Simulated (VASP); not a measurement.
Given:

```
CELL_PARAMETERS angstrom
      0.00000     2.33672     2.33672
      2.33672     0.00000     2.33672
      2.33672     2.33672     0.00000
ATOMIC_POSITIONS crystal
  Hf 0.00000 0.00000 0.00000
  C  0.50000 0.50000 0.50000
```

Computed with RPBE GGA, VASP's PBE PAW potentials (set 64) (plane waves; VASP 6.6.1). Run with 520 eV cut-off, 15×15×15 Γ-centred mesh, tetrahedra with Blöchl corrections, potentials Hf_pv C.

Unless said otherwise, spin-orbit coupling is left out, though it shifts the bands of the heavy elements here.

Q: Estimate the energy per atom (σ→0), band gap (on the k-mesh) with the smallest direct gap where there is one.

A: 
```yaml
band gap (on the k-mesh): none (metal, semimetal or under 0.01 eV)
energy per atom (σ→0): -10.068 eV/atom
```

The absolute energy has meaning only against runs of the same code, potentials and settings.

The compound is HfC in the rock salt structure. It was relaxed first.
